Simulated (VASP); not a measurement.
# What spin-orbit coupling changes in PIr2, part 2 of 4

Aim: run bands, DOS and a relaxation of PIr2 twice, without and with spin-orbit coupling. All runs use LDA. Left out of this account: 1 further run (fields: a reference on another mesh). The start is a cell from a database of measured crystal structures.

VASP 6.6.1, plane waves and PAW; the level of theory is named at each step.

Still holding for the runs below: This run has no spin polarisation. Its electron count is odd, so without a moment it is a metal by construction.

So far. Step 2 (Band structure (LDA)): There is no gap at this level.

## Step 3: Bands along the symmetry lines (LDA + SOC)

This step: LDA, spin-orbit coupling; plane waves and PAW (P, Ir) (VASP 6.6.1).

Levels along the symmetry lines show where the bands peak and cross; KPOINTS_OPT computes them in the converged potential. Spin-orbit coupling needs spinors and the noncollinear program, where each band holds one electron.

The input, INCAR:

```
SYSTEM = PIr2
PREC = Accurate
ENCUT = 400
EDIFF = 1E-06
NELM = 100
ISMEAR = -1
SIGMA = 0.05
LREAL = .FALSE.
ALGO = Normal
GGA = CA
LNONCOLLINEAR = .TRUE.
MAGMOM = 0 0 0 0 0 0 0 0 0
NBANDS = 34
GGA_COMPAT = .FALSE.
LASPH = .TRUE.
LSORBIT = .TRUE.
LMAXMIX = 4
LORBIT = 11
LWAVE = .FALSE.
LCHARG = .FALSE.
KPAR = 4
```

The input, POSCAR:

```
PIr2
1.0
    0.0000000000      2.7675000000      2.7675000000
    2.7675000000      0.0000000000      2.7675000000
    2.7675000000      2.7675000000      0.0000000000
P Ir
1 2
Direct
    0.0000000000      0.0000000000      0.0000000000
    0.2500000000      0.2500000000      0.2500000000
    0.7500000000      0.7500000000      0.7500000000
```

The input, KPOINTS:

```
Automatic mesh
0
Gamma
8 8 8
0 0 0
```

The input, KPOINTS_OPT:

```
Line mode
16
Line-mode
Reciprocal
  0.00000000   0.00000000   0.00000000 GAMMA
  0.50000000   0.00000000   0.50000000 X

  0.50000000   0.00000000   0.50000000 X
  0.50000000   0.25000000   0.75000000 W

  0.50000000   0.25000000   0.75000000 W
  0.37500000   0.37500000   0.75000000 K

  0.37500000   0.37500000   0.75000000 K
  0.00000000   0.00000000   0.00000000 GAMMA

  0.00000000   0.00000000   0.00000000 GAMMA
  0.50000000   0.50000000   0.50000000 L

  0.50000000   0.50000000   0.50000000 L
  0.62500000   0.25000000   0.62500000 U

  0.62500000   0.25000000   0.62500000 U
  0.50000000   0.25000000   0.75000000 W

  0.50000000   0.25000000   0.75000000 W
  0.50000000   0.50000000   0.50000000 L

  0.50000000   0.50000000   0.50000000 L
  0.37500000   0.37500000   0.75000000 K

  0.62500000   0.25000000   0.62500000 U
  0.50000000   0.00000000   0.50000000 X
```

Potentials, in the order of the species: P and Ir (LDA family, release 64).

Run with:

```bash
mpirun -np 4 vasp_ncl
```

Output:

```text
[... set-up lines as in an earlier step ...]
 entering main loop
       N       E                     dE             d eps       ncg     rms          rms(c)
DAV:   1     0.189612197893E+03    0.18961E+03   -0.84412E+03  1972   0.106E+03
DAV:   2    -0.173900159630E+02   -0.20700E+03   -0.19157E+03  1976   0.359E+02
DAV:   3    -0.293951970346E+02   -0.12005E+02   -0.11308E+02  2476   0.896E+01
DAV:   4    -0.298334008340E+02   -0.43820E+00   -0.43480E+00  2520   0.170E+01
DAV:   5    -0.298510297288E+02   -0.17629E-01   -0.17594E-01  2562   0.318E+00    0.280E+01
DAV:   6    -0.288536777730E+02    0.99735E+00   -0.25181E+00  2926   0.192E+01    0.125E+01
DAV:   7    -0.287487175349E+02    0.10496E+00   -0.11327E-01  2396   0.294E+00    0.723E+00
DAV:   8    -0.287232373110E+02    0.25480E-01   -0.14919E-02  2378   0.739E-01    0.267E+00
DAV:   9    -0.287174461463E+02    0.57912E-02   -0.37303E-03  2434   0.441E-01    0.486E-01
DAV:  10    -0.287173881724E+02    0.57974E-04   -0.91265E-04  2242   0.204E-01    0.155E-01
DAV:  11    -0.287173208518E+02    0.67321E-04   -0.13878E-04  2476   0.157E-01    0.334E-02
DAV:  12    -0.287173172873E+02    0.35646E-05   -0.26914E-05  2460   0.380E-02    0.150E-02
DAV:  13    -0.287173173234E+02   -0.36143E-07   -0.65389E-07  1776   0.727E-03
   1 F= -.28717317E+02 E0= -.28712996E+02  d E =-.864203E-02  mag=    -0.0000    -0.0000    -0.0000
 Start KPOINTS_OPT (optional k-point list driver)
k-point batch [1-29\160]
       N       E                     dE             ncg
DAV:   1     0.975827403932E+04   -0.48521E+04     1972
DAV:   2     0.383943459765E+04   -0.59188E+04     1980
DAV:   3     0.353584980756E+04   -0.30358E+03     2396
DAV:   4     0.352586217525E+04   -0.99876E+01     2490
DAV:   5     0.352551381133E+04   -0.34836E+00     2558
DAV:   6     0.352550159246E+04   -0.12219E-01     2664
DAV:   7     0.352550124891E+04   -0.34355E-03     2592
DAV:   8     0.352550123472E+04   -0.14193E-04     2276
DAV:   9     0.352550123413E+04   -0.58661E-06     1596
[...]
k-point batch [146-160\160]
       N       E                     dE             ncg
DAV:   1     0.143685705942E+05   -0.61278E+04     1020
DAV:   2     0.113497514088E+05   -0.30188E+04     1026
DAV:   3     0.112061945002E+05   -0.14356E+03     1288
DAV:   4     0.112019617087E+05   -0.42328E+01     1208
DAV:   5     0.112018043998E+05   -0.15731E+00     1348
DAV:   6     0.112017977361E+05   -0.66637E-02     1334
DAV:   7     0.112017975984E+05   -0.13770E-03     1358
DAV:   8     0.112017975918E+05   -0.65561E-05     1044
DAV:   9     0.112017975915E+05   -0.33117E-06      872
```

The job ended after 2 min (4 MPI ranks of Intel Xeon Platinum 8375C at 2.90GHz (Ice Lake), shared host; peak memory 1 GiB; 7.9 min of CPU time).

OUTCAR, selected parts (step 3):

```text
The static configuration has the point symmetry O_h .

 Found     29 irreducible k-points:

   k-points           NKPTS =     29   k-points in BZ     NKDIM =     29   number of bands    NBANDS=     34

   NELECT =      23.0000    total number of electrons

 E-fermi :   9.8826

 k-point     1 :       0.0000    0.0000    0.0000
  band No.  band energies     occupation
    ...
     14       9.0904      1.00000
     15       9.0904      1.00000
     16       9.0904      1.00000
     17       9.7864      0.87252
     18       9.7864      0.87252
     19      10.2830      0.00033
     20      10.2830      0.00033
     21      11.3810      0.00000
     22      11.3810      0.00000
     23      11.3810      0.00000
    ...

 k-point     2 :       0.1250    0.0000    0.0000
  band No.  band energies     occupation
    ...
     14       8.7311      1.00000
     15       8.8736      1.00000
     16       8.8736      1.00000
     17       9.2993      0.99999
     18       9.2993      0.99999
     19      10.5170      0.00000
     20      10.5170      0.00000
     21      10.7626      0.00000
     22      10.7626      0.00000
     23      10.8312      0.00000
    ...

  Total       -0.6701611     -0.6701611     -0.6701611     -0.0000000      0.0000000      0.0000000
  in kB      -25.3277680    -25.3277680    -25.3277680     -0.0000000      0.0000000      0.0000000
  external PRESSURE =     -25.3277680 kB  Pullay stress =       0.0000000 kB

 POSITION                                       TOTAL-FORCE (eV/Angst)
 -----------------------------------------------------------------------------------
      0.00000      0.00000      0.00000         0.000000      0.000000      0.000000
      1.38375      1.38375      1.38375        -0.000000     -0.000000     -0.000000
      4.15125      4.15125      4.15125         0.000000     -0.000000      0.000000
 -----------------------------------------------------------------------------------
    total drift:                                0.000000     -0.000000     -0.000000

  FREE ENERGIE OF THE ION-ELECTRON SYSTEM (eV)
  ---------------------------------------------------
  free  energy   TOTEN  =       -28.7173173234 eV

  energy  without entropy=      -28.7086752971  energy(sigma->0) =      -28.71299631

 Spin-Orbit-Coupling matrix elements
 Ion:    1  E_soc:     -0.0021866
 Ion:    2  E_soc:     -0.6956643
 Ion:    3  E_soc:     -0.6956643

 total charge
# of ion       s       p       d       tot
------------------------------------------
    1        0.955   1.408   0.000   2.364
    2        0.636   0.716   7.285   8.637
    3        0.636   0.716   7.285   8.637
--------------------------------------------------
tot          2.227   2.840  14.570  19.637

 magnetization (x)
# of ion       s       p       d       tot
------------------------------------------
    1        0.000   0.000   0.000   0.000
    2        0.000  -0.000   0.000   0.000
    3        0.000   0.000   0.000   0.000
--------------------------------------------------
tot          0.000  -0.000   0.000   0.000

 magnetization (y)
# of ion       s       p       d       tot
------------------------------------------
    1        0.000  -0.000   0.000  -0.000
    2        0.000   0.000   0.000   0.000
    3        0.000   0.000   0.000   0.000
--------------------------------------------------
tot          0.000   0.000   0.000   0.000

 magnetization (z)
# of ion       s       p       d       tot
------------------------------------------
    1        0.000   0.000   0.000   0.000
    2        0.000   0.000   0.000   0.000
    3        0.000   0.000   0.000   0.000
--------------------------------------------------
tot          0.000   0.000   0.000   0.000

[... 7 parts as in an earlier step ...]

[... 5 further parts left out ...]
```

At this level the cell is under a tension of 2.5 GPa, so at these settings it is away from equilibrium.

Numbers from this step:

| Item | Value |
| --- | --- |
| SCF cycles | 13 |
| bands | 34 |
| free energy (TOTEN) | -28.72 eV |
| energy at zero smearing | -28.71 eV |
| Fermi energy | 9.883 eV |
| pressure | -2.533 GPa |

On-site spin-orbit energy by atom:

| atom | on-site spin-orbit energy (eV) |
| --- | --- |
| P1 | -0.002 |
| Ir2 | -0.696 |
| Ir3 | -0.696 |

The electronic bands at the labelled points (eV, zero at the Fermi level; # counts the bands kept, so #1 is VASP's band 3):

| point | #15 | #16 | #17 | #18 | #19 | #20 | #21 | #22 |
| --- | --- | --- | --- | --- | --- | --- | --- | --- |
| Γ | -0.10 | -0.10 | 0.40 | 0.40 | 1.50 | 1.50 | 1.50 | 1.50 |
| 0.47 of the way | -1.83 | -1.83 | -0.19 | -0.19 | 1.19 | 1.19 | 1.86 | 1.86 |
| X | -2.27 | -2.27 | -1.06 | -1.06 | -0.90 | -0.90 | 0.04 | 0.04 |
| 0.47 of the way | -2.19 | -2.19 | -1.62 | -1.62 | -1.18 | -1.18 | -0.31 | -0.31 |
| W | -2.57 | -2.57 | -1.73 | -1.73 | -1.49 | -1.49 | -0.88 | -0.88 |
| 0.47 of the way | -2.34 | -2.34 | -1.86 | -1.86 | -1.42 | -1.42 | -0.79 | -0.79 |
| K | -2.22 | -2.22 | -1.91 | -1.91 | -1.41 | -1.41 | -0.72 | -0.72 |
| 0.47 of the way | -1.86 | -1.86 | -1.35 | -1.35 | -0.92 | -0.92 | 1.32 | 1.32 |
| Γ | -0.10 | -0.10 | 0.40 | 0.40 | 1.50 | 1.50 | 1.50 | 1.50 |
| 0.53 of the way | -1.71 | -1.71 | -0.67 | -0.67 | -0.54 | -0.54 | 0.27 | 0.27 |
| L | -2.58 | -2.58 | -2.43 | -2.43 | -2.42 | -2.42 | -2.29 | -2.29 |
| 0.53 of the way | -2.45 | -2.45 | -1.97 | -1.97 | -1.67 | -1.67 | -1.20 | -1.20 |
| U | -2.22 | -2.22 | -1.91 | -1.91 | -1.41 | -1.41 | -0.72 | -0.72 |
| 0.47 of the way | -2.30 | -2.30 | -1.89 | -1.89 | -1.42 | -1.42 | -0.77 | -0.77 |
| W | -2.57 | -2.57 | -1.73 | -1.73 | -1.49 | -1.49 | -0.88 | -0.88 |
| 0.47 of the way | -2.17 | -2.17 | -2.04 | -2.04 | -1.53 | -1.53 | -1.10 | -1.10 |
| L | -2.58 | -2.58 | -2.43 | -2.43 | -2.42 | -2.42 | -2.29 | -2.29 |
| 0.47 of the way | -2.49 | -2.49 | -2.05 | -2.05 | -1.78 | -1.78 | -1.32 | -1.32 |
| K | -2.22 | -2.22 | -1.91 | -1.91 | -1.41 | -1.41 | -0.72 | -0.72 |
| jump to U | -2.22 | -2.22 | -1.91 | -1.91 | -1.41 | -1.41 | -0.72 | -0.72 |
| 0.53 of the way | -2.25 | -2.25 | -1.30 | -1.30 | -1.13 | -1.13 | -0.16 | -0.16 |
| X | -2.27 | -2.27 | -1.06 | -1.06 | -0.90 | -0.90 | 0.04 | 0.04 |

Of the projections kept (P, Ir), the largest for each band there; the rest of the weight can lie on other orbitals:

| point | #15 | #16 | #17 | #18 | #19 | #20 | #21 | #22 |
| --- | --- | --- | --- | --- | --- | --- | --- | --- |
| Γ | Ir 1.00 | Ir 1.00 | P 0.58 | P 0.58 | Ir 0.99 | Ir 0.99 | Ir 0.99 | Ir 0.99 |
| X | Ir 1.00 | Ir 1.00 | Ir 0.95 | Ir 0.95 | Ir 0.87 | Ir 0.87 | Ir 1.00 | Ir 1.00 |
| W | Ir 0.99 | Ir 0.99 | Ir 1.00 | Ir 1.00 | Ir 0.94 | Ir 0.94 | Ir 1.00 | Ir 1.00 |
| K | Ir 0.99 | Ir 0.99 | Ir 0.98 | Ir 0.98 | Ir 0.96 | Ir 0.96 | Ir 1.00 | Ir 1.00 |
| Γ | Ir 1.00 | Ir 1.00 | P 0.58 | P 0.58 | Ir 0.99 | Ir 0.99 | Ir 0.99 | Ir 0.99 |
| L | Ir 1.00 | Ir 1.00 | Ir 0.97 | Ir 0.97 | Ir 0.99 | Ir 0.99 | Ir 1.00 | Ir 1.00 |

There is no gap at this level. Without the coupling there was no gap either. The run took 4.4 times the core time, with 34 spinor bands against 24.

## Step 4: Density of states (LDA)

This step: LDA; plane waves and PAW (P, Ir) (VASP 6.6.1).

Here the states are counted by energy and projected on the atoms.

The input, INCAR:

```
SYSTEM = PIr2
PREC = Accurate
ENCUT = 400
EDIFF = 1E-06
NELM = 100
ISMEAR = -5
SIGMA = 0.05
LREAL = .FALSE.
ALGO = Normal
GGA = CA
NBANDS = 24
LASPH = .TRUE.
LORBIT = 11
LWAVE = .FALSE.
LCHARG = .FALSE.
KPAR = 4
NEDOS = 2001
```

POSCAR is that of step 3.

KPOINTS is that of step 3.

Run with:

```bash
mpirun -np 4 vasp_std
```

Output:

```text
[... set-up lines as in an earlier step ...]
 entering main loop
       N       E                     dE             d eps       ncg     rms          rms(c)
DAV:   1     0.149650945481E+03    0.14965E+03   -0.83334E+03  1392   0.724E+02
DAV:   2    -0.224453170264E+02   -0.17210E+03   -0.15539E+03  1456   0.235E+02
DAV:   3    -0.290388142620E+02   -0.65935E+01   -0.65076E+01  1808   0.522E+01
DAV:   4    -0.291478756935E+02   -0.10906E+00   -0.10899E+00  1576   0.653E+00
DAV:   5    -0.291507338905E+02   -0.28582E-02   -0.28576E-02  1768   0.107E+00    0.249E+01
DAV:   6    -0.281531404865E+02    0.99759E+00   -0.15999E+00  1944   0.136E+01    0.963E+00
DAV:   7    -0.280525431638E+02    0.10060E+00   -0.91204E-02  1560   0.193E+00    0.481E+00
DAV:   8    -0.280241319718E+02    0.28411E-01   -0.28313E-02  1600   0.779E-01    0.693E-01
DAV:   9    -0.280238749270E+02    0.25704E-03   -0.21259E-03  1680   0.290E-01    0.398E-01
DAV:  10    -0.280235557846E+02    0.31914E-03   -0.48758E-04  1912   0.229E-01    0.364E-02
DAV:  11    -0.280235199408E+02    0.35844E-04   -0.60405E-05  1776   0.715E-02    0.389E-02
DAV:  12    -0.280235203567E+02   -0.41585E-06   -0.13439E-06  1504   0.832E-03
   1 F= -.28023520E+02 E0= -.28023520E+02  d E =0.000000E+00
 -----------------------------------------------------------------------------
|                                                                             |
|           W    W    AA    RRRRR   N    N  II  N    N   GGGG   !!!           |
|           W    W   A  A   R    R  NN   N  II  NN   N  G    G  !!!           |
|           W    W  A    A  R    R  N N  N  II  N N  N  G       !!!           |
|           W WW W  AAAAAA  RRRRR   N  N N  II  N  N N  G  GGG   !            |
|           WW  WW  A    A  R   R   N   NN  II  N   NN  G    G                |
|           W    W  A    A  R    R  N    N  II  N    N   GGGG   !!!           |
|                                                                             |
|     Tetrahedron method does not include variations of the Fermi             |
|     occupations, so forces and stress will be inaccurate. We suggest        |
|     using a different smearing scheme ISMEAR = 1 or 2 for metals in         |
|     relaxations.                                                            |
|                                                                             |
 -----------------------------------------------------------------------------
```

The job ended after 7 s (4 MPI ranks; peak memory 0.57 GiB).

Parts of OUTCAR (step 4):

```text
The static configuration has the point symmetry O_h .

 Found     29 irreducible k-points:

   NELECT =      23.0000    total number of electrons

 E-fermi :   9.8352

 k-point     1 :       0.0000    0.0000    0.0000
  band No.  band energies     occupation
    ...
      5       3.8893      2.00000
      6       3.8893      2.00000
      7       9.3275      2.00000
      8       9.3275      2.00000
      9       9.3275      2.00000
     10      10.2753      0.00000
     11      11.4715      0.00000
     12      11.4715      0.00000
     13      14.2846      0.00000
     14      14.2846      0.00000
    ...

 k-point     2 :       0.1250    0.0000    0.0000
  band No.  band energies     occupation
    ...
      5       4.0658      2.00000
      6       4.0658      2.00000
      7       8.9108      2.00000
      8       9.0579      2.00000
      9       9.0579      2.00000
     10      10.7243     -0.27670
     11      10.7243     -0.05538
     12      10.7710      0.00000
     13      12.8661      0.00000
     14      14.1635      0.00000
    ...

  Total       -0.7656005     -0.7656005     -0.7656005     -0.0000000     -0.0000000     -0.0000000
  in kB      -28.9347630    -28.9347630    -28.9347630     -0.0000000     -0.0000000     -0.0000000
  external PRESSURE =     -28.9347630 kB  Pullay stress =       0.0000000 kB

 POSITION                                       TOTAL-FORCE (eV/Angst)
 -----------------------------------------------------------------------------------
      0.00000      0.00000      0.00000         0.000000      0.000000     -0.000000
      1.38375      1.38375      1.38375        -0.000000      0.000000     -0.000000
      4.15125      4.15125      4.15125         0.000000     -0.000000      0.000000
 -----------------------------------------------------------------------------------
    total drift:                                0.000000      0.000000     -0.000000

  FREE ENERGIE OF THE ION-ELECTRON SYSTEM (eV)
  ---------------------------------------------------
  free  energy   TOTEN  =       -28.0235203567 eV

  energy  without entropy=      -28.0235203567  energy(sigma->0) =      -28.02352036

 total charge
# of ion       s       p       d       tot
------------------------------------------
    1        0.955   1.406   0.000   2.361
    2        0.632   0.700   7.305   8.637
    3        0.632   0.700   7.305   8.637
--------------------------------------------------
tot          2.220   2.805  14.610  19.635

[... 8 parts as in an earlier step ...]

[... 5 further parts left out ...]
```

With tetrahedra the forces and stress of a metal are not exact derivatives of the energy.

Numbers from this step:

- SCF cycles: 12
- bands: 24
- free energy (TOTEN): -28.02 eV
- Fermi energy: 9.835 eV
- pressure: -2.893 GPa
- DOS at the Fermi level: 0.9986 states/eV/cell

The density of states has structure finer than the step of the table below, so its rows give means over 1 eV, whole bins alone (the curve runs from -12.0 to 5.00 eV). Peaks (eV: height): total -4.7: 5.38, -2.3: 5.55, -1.9: 4.86, -0.9: 4.65; Ir d -4.7: 3.71, -2.3: 4.66, -1.9: 4.06, -0.9: 3.75; Ir p -6.6: 0.372, -4.6: 0.438, -4.0: 0.456, -0.9: 0.318; P p -7.8: 0.598, -6.6: 0.941, 2.0: 0.279, 3.9: 0.344; Ir s -7.7: 0.874, -6.6: 0.375, -2.4: 0.145, 2.5: 0.208.

States under -12.0 eV and over 5.0 eV are left out. The density of states by energy, zero at the Fermi level; means over each step; values in states/eV/cell:

| energy (eV) | total | Ir d | Ir p | P p | Ir s | P s |
| --- | --- | --- | --- | --- | --- | --- |
| -10 | 0 | 0 | 0 | 0 | 0 | 0 |
| -9 | 0.191 | 0.0521 | 0.00304 | 0.0311 | 0.0623 | 0.00151 |
| -8 | 1.81 | 0.509 | 0.103 | 0.306 | 0.456 | 0.0182 |
| -7 | 1.96 | 0.877 | 0.136 | 0.388 | 0.186 | 0.00121 |
| -6 | 2.08 | 1.11 | 0.154 | 0.387 | 0.0664 | 5.7e-4 |
| -5 | 2.64 | 1.97 | 0.162 | 0.0716 | 0.0125 | 0.00572 |
| -4 | 2.52 | 1.84 | 0.211 | 0.0925 | 0.0372 | 0.00366 |
| -3 | 2.17 | 1.77 | 0.0776 | 0.0371 | 0.0454 | 0.00211 |
| -2 | 3.69 | 3.08 | 0.125 | 0.0487 | 0.0829 | 0.00127 |
| -1 | 3.18 | 2.55 | 0.210 | 0.0325 | 0.0582 | 0.0202 |
| 0 | 1.20 | 0.890 | 0.127 | 0.0228 | 0.0273 | 0.0105 |
| 1 | 0.519 | 0.280 | 0.0632 | 0.0117 | 0.0422 | 0.0390 |
| 2 | 2.25 | 1.51 | 0.102 | 0.192 | 0.140 | 0.0648 |
| 3 | 1.42 | 0.703 | 0.128 | 0.176 | 0.105 | 0.0754 |
| 4 | 1.07 | 0.373 | 0.147 | 0.221 | 0.0452 | 0.0458 |

Of the states within 0.3 eV of the Fermi level, the largest shares in the PAW spheres are Ir d 73 % and Ir p 11 %. The rest lies in smaller channels or between the spheres.

[end of part 2 of 4]

[Lines on the potential files, build, host, timing and source positions are cut from VASP's logs without a mark.]

[Logs are printed without paths, hosts, clocks, repeated set-up lines and the standing remarks that a program may print on its own settings, such as how far it seeks lower states.]

[Hosts, paths, dates, database ids (printed as entryN), source tags and the programs' standing remarks are cut or masked in the printed files.]

[A measured line is paired with the nearest computed mode of its activity, which favours agreement.]
